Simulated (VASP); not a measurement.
The system is Pd.

```
Pd
1.0
     0.00000    1.94000    1.94000
     1.94000    0.00000    1.94000
     1.94000    1.94000    0.00000
Pd
1
Cartesian
  0.0000 0.0000 0.0000
```

The cell was built by a generator and needn't be a form met in nature.

```yaml
Program: VASP 6.6.1
Task: relaxation of cell and atoms
Functional: PBEsol
Dispersion: D4
Potentials_or_basis: VASP PAW PBE potentials, release 64 (Pd)
Cutoff: 600 eV
k_mesh: 18 × 18 × 18
Occupations: methfessel-paxton, width 0.1 eV
Spin: no spin polarisation
```

At the start: pressure -4.2 GPa; volume 14.60 Å³/atom.

Question: Where does the relaxation end?

Answer: Over 3 steps the energy falls by 3.9 meV/atom and the volume is 14.31 Å³/atom (-2.0 %); space group Fm-3m (No. 225, to 0.05 Å).

Step by step:
```tsv
step	energy change (eV)	largest force (eV/Å)	pressure (GPa)	volume (Å³)
1	0.0000	0.0000	-4.18	14.60
2	0.0086	0.0000	8.45	13.81
3	-0.0039	0.0000	-0.04	14.31
```

Final structure:
```cif
data_structure
_symmetry_space_group_name_H-M 'P 1'
_symmetry_Int_Tables_number 1
_cell_length_a 2.7252
_cell_length_b 2.7252
_cell_length_c 2.7252
_cell_angle_alpha 60.000
_cell_angle_beta 60.000
_cell_angle_gamma 60.000
_cell_volume 14.31
loop_
_atom_site_label
_atom_site_type_symbol
_atom_site_fract_x
_atom_site_fract_y
_atom_site_fract_z
_atom_site_occupancy
Pd1 Pd 0.00000 0.00000 0.00000 1
```

Caveat: the PAW data sets were made with another functional, which shifts forces and pressure a little; pairwise dispersion overbinds metals, which lowers pressure and volume.
